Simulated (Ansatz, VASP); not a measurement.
CaCoAu3: the dispersion correction in 2 programs

The cell as given:

Space group Pm-3m (No. 221). a = 4.851 Å, b = 4.851 Å, c = 4.851 Å, α = 90.00°, β = 90.00°, γ = 90.00°
```tsv
atom	site	symmetry	x	y	z
Ca	1a	m-3m	0.0000	0.0000	0.0000
Co	1b	m-3m	0.5000	0.5000	0.5000
Au	3c	4/mm.m	0.0000	0.5000	0.5000
```

The cell comes from a database or a generator and needn't be the stable form of this composition.

Kept alike: task relaxation of cell and atoms; functional PBE; k mesh 5 × 5 × 5; occupations fermi-dirac, width 0.05 eV; collinear spin, ferromagnetic start. The mesh is that of the run's cell of 5 atoms. No spin-orbit coupling.

- A: Ansatz, Ansatz PAW, cutoff 420 eV
- B: VASP, PBE PAW files Au, Ca_sv, Co, 600 eV

```csv
dispersion correction,A: volume (Å³/atom),B: volume (Å³/atom)
none,22.867,22.832
D3(BJ),21.940,21.882
D4,22.030,21.959
```

Magnetic runs hold the state that their start led to. Values hold for each row's relaxed cell, which stops near the pressure aimed at (zero). Ansatz's stress holds its Pulay term. Programs can differ in the three-body term of D3, and some take D4 from an outside library. For a metal such a mesh leaves the last digits unconverged.

Question: How large is the effect of the dispersion correction, and do the programs agree on it?

Answer: From none to D3(BJ) the volume moves by -0.927 in A, -0.950 in B (Å³/atom). Row by row the programs differ by 0.035 to 0.071, and over this span the shifts, as printed, agree within about 2 %. Shifts from none: D3(BJ) -0.927, -0.950; D4 -0.837, -0.873; the programs' shifts differ by up to 0.036.
